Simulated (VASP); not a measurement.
Computed with PBE GGA with D3 dispersion (Becke-Johnson damping), VASP's PBE PAW potentials (set 64) (plane waves; VASP).

The input files of a VASP run:

POSCAR:
```
KTaO3
4.0479280
  1.0000000372   0.0000000000   0.0000000000
  0.0000000000   1.0000000372   0.0000000000
  0.0000000000   0.0000000000   1.0000000372
K Ta O
1 1 3
Cartesian
  0.0000000000   0.0000000000   0.0000000000
  0.5000000186   0.5000000186   0.5000000186
  0.5000000186   0.0000000000   0.5000000186
  0.0000000000   0.5000000186   0.5000000186
  0.5000000186   0.5000000186   0.0000000000
```

INCAR:
```
SYSTEM = KTaO3
PREC = Accurate
ENCUT = 520
EDIFF = 1E-7
NELM = 100
ALGO = Normal
LREAL = .FALSE.
LASPH = .TRUE.
ISMEAR = 0
SIGMA = 0.05
GGA = PE
IVDW = 12
LMAXMIX = 6
LWAVE = .FALSE.
LCHARG = .FALSE.
ISIF = 2
```

File KPOINTS:
```
Automatic mesh
0
Gamma
6 6 6
0 0 0
```

POTCAR, in this order: K_sv Ta_pv O (PBE.64 set). Program: vasp_std.

Output of the run:

### OUTCAR
```
 ion  position               nearest neighbor table
   1  0.000  0.000  0.000-   3 2.86   4 2.86   5 2.86   3 2.86   4 2.86   4 2.86   5 2.86   4 2.86
                             3 2.86   5 2.86   3 2.86   5 2.86   2 3.51   2 3.51   2 3.51   2 3.51
   2  0.500  0.500  0.500-   3 2.02   4 2.02   5 2.02   5 2.02   3 2.02   4 2.02   1 3.51   1 3.51
                             1 3.51   1 3.51   1 3.51   1 3.51   1 3.51   1 3.51
   3  0.500  0.000  0.500-   2 2.02   2 2.02   1 2.86   1 2.86   1 2.86   1 2.86
   4  0.000  0.500  0.500-   2 2.02   2 2.02   1 2.86   1 2.86   1 2.86   1 2.86
   5  0.500  0.500  0.000-   2 2.02   2 2.02   1 2.86   1 2.86   1 2.86   1 2.86
  LATTYP: Found a simple cubic cell.
 ALAT       =     4.0479281504
 Subroutine PRICEL returns:
 Original cell was already a primitive cell.
 Subroutine GETGRP returns: Found 48 space group operations
The static configuration has the point symmetry O_h .
The dynamic configuration has the point symmetry O_h .
 Subroutine INISYM returns: Found 48 space group operations
 Subroutine IBZKPT returns following result:
 Found     20 irreducible k-points:

 Following reciprocal coordinates:
            Coordinates               Weight
  0.000000  0.000000  0.000000      1.000000
  0.166667  0.000000  0.000000      6.000000
  0.333333  0.000000  0.000000      6.000000
  0.500000  0.000000  0.000000      3.000000
  0.166667  0.166667  0.000000     12.000000
  0.333333  0.166667  0.000000     24.000000
  0.500000  0.166667  0.000000     12.000000
  0.333333  0.333333  0.000000     12.000000
  0.500000  0.333333  0.000000     12.000000
  0.500000  0.500000  0.000000      3.000000
  0.166667  0.166667  0.166667      8.000000
  0.333333  0.166667  0.166667     24.000000
  0.500000  0.166667  0.166667     12.000000
  0.333333  0.333333  0.166667     24.000000
  0.500000  0.333333  0.166667     24.000000
  0.500000  0.500000  0.166667      6.000000
  0.333333  0.333333  0.333333      8.000000
  0.500000  0.333333  0.333333     12.000000
  0.500000  0.500000  0.333333      6.000000
...
```

File OSZICAR:
```
       N       E                     dE             d eps       ncg     rms          rms(c)
DAV:   1     0.334118220003E+03    0.33412E+03   -0.21695E+04   928   0.168E+03
DAV:   2    -0.318473537814E+02   -0.36597E+03   -0.35980E+03  1154   0.447E+02
DAV:   3    -0.493554154898E+02   -0.17508E+02   -0.17467E+02  1186   0.977E+01
DAV:   4    -0.498065015668E+02   -0.45109E+00   -0.45089E+00  1586   0.131E+01
DAV:   5    -0.498089258201E+02   -0.24243E-02   -0.24242E-02  1187   0.939E-01    0.329E+01
DAV:   6    -0.412884436837E+02    0.85205E+01   -0.45291E+01  1130   0.459E+01    0.131E+01
DAV:   7    -0.411214608145E+02    0.16698E+00   -0.25872E+00  1190   0.106E+01    0.849E+00
DAV:   8    -0.410703174360E+02    0.51143E-01   -0.43974E-01  1191   0.570E+00    0.146E+00
DAV:   9    -0.410609615837E+02    0.93559E-02   -0.31339E-02  1253   0.132E+00    0.264E-01
DAV:  10    -0.410601128740E+02    0.84871E-03   -0.10112E-02  1243   0.719E-01    0.499E-02
DAV:  11    -0.410601816945E+02   -0.68821E-04   -0.49373E-04  1256   0.168E-01    0.321E-02
DAV:  12    -0.410602129151E+02   -0.31221E-04   -0.49088E-05  1316   0.597E-02    0.887E-03
DAV:  13    -0.410602127628E+02    0.15230E-06   -0.65364E-06  1216   0.221E-02    0.368E-03
DAV:  14    -0.410602127563E+02    0.65347E-08   -0.10201E-06  1211   0.735E-03    0.130E-03
DAV:  15    -0.410602127421E+02    0.14244E-07   -0.63023E-08   790   0.203E-03
   1 F= -.42187979E+02 E0= -.42187979E+02  d E =-.907561E-16
```

OUTCAR:
```
------------------------ aborting loop because EDIFF is reached ----------------------------------------
 Edisp (eV)   -1.12777
  FORCE on cell =-STRESS in cart. coord.  units (eV):
  Direction    XX          YY          ZZ          XY          YZ          ZX
  --------------------------------------------------------------------------------------
  Total      -2.25021    -2.25021    -2.25021     0.00000    -0.00000     0.00000
  in kB     -54.35438   -54.35438   -54.35438     0.00000    -0.00000     0.00000
  external pressure =      -54.35 kB  Pullay stress =        0.00 kB
  volume of cell :       66.33
      direct lattice vectors                 reciprocal lattice vectors
     4.047928150  0.000000000  0.000000000     0.247039958  0.000000000  0.000000000
     0.000000000  4.047928150  0.000000000     0.000000000  0.247039958  0.000000000
     0.000000000  0.000000000  4.047928150     0.000000000  0.000000000  0.247039958
 POSITION                                       TOTAL-FORCE (eV/Angst)
 -----------------------------------------------------------------------------------
      0.00000      0.00000      0.00000         0.000000      0.000000      0.000000
      2.02396      2.02396      2.02396         0.000000      0.000000      0.000000
      2.02396      0.00000      2.02396         0.000000      0.000000      0.000000
      0.00000      2.02396      2.02396         0.000000      0.000000      0.000000
      2.02396      2.02396      0.00000         0.000000      0.000000      0.000000
 -----------------------------------------------------------------------------------
    total drift:                                0.000000      0.000000     -0.000000
  FREE ENERGIE OF THE ION-ELECTRON SYSTEM (eV)
  ---------------------------------------------------
  free  energy   TOTEN  =       -42.1879791321 eV

  energy  without entropy=      -42.1879791321  energy(sigma->0) =      -42.18797913
```
(Selected blocks of OUTCAR.)

The compound is KTaO3 in the cubic perovskite structure. This cell is one point of a volume scan, at 1.03 of the reference volume.
